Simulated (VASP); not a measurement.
Data:

```
YN
1.0
    3.43334     0.00000     0.00000
    0.00000     3.43334     0.00000
    0.00000     0.00000    24.63555
Y N
4 4
Direct
  0.00000   0.50000   0.35218
  0.50000   0.00000   0.45073
  0.00000   0.50000   0.54927
  0.50000   0.00000   0.64782
  0.00000   0.50000   0.45073
  0.50000   0.00000   0.35218
  0.00000   0.50000   0.64782
  0.50000   0.00000   0.54927
```

Calculation: PBEsol GGA, VASP's PBE PAW potentials (set 64) (plane waves; VASP). Run with PREC = Normal, EDIFF = 1E-5, 450 eV cut-off, 6×6×1 Γ-centred mesh, Gaussian smearing of 0.050 eV, potentials Y_sv N.

Task: The ions are relaxed. Which structure does the run end with?

Result: 
```
YN
1.0
    3.43334     0.00000     0.00000
    0.00000     3.43334     0.00000
    0.00000     0.00000    24.63555
Y N
4 4
Cartesian
  0.00000   1.71667   8.73432
  1.71667   0.00000  11.10324
  0.00000   1.71667  13.53231
  1.71667   0.00000  15.90123
  0.00000   1.71667  11.07425
  1.71667   0.00000   8.77988
  0.00000   1.71667  15.85567
  1.71667   0.00000  13.56130
```

Task: How much energy does the relaxation gain?

Result: The energy (σ→0) changes by -10.5 meV/atom, in 9 ionic steps.

The cell is a thin slab with vacuum, built from YN (rock salt): (100) face.
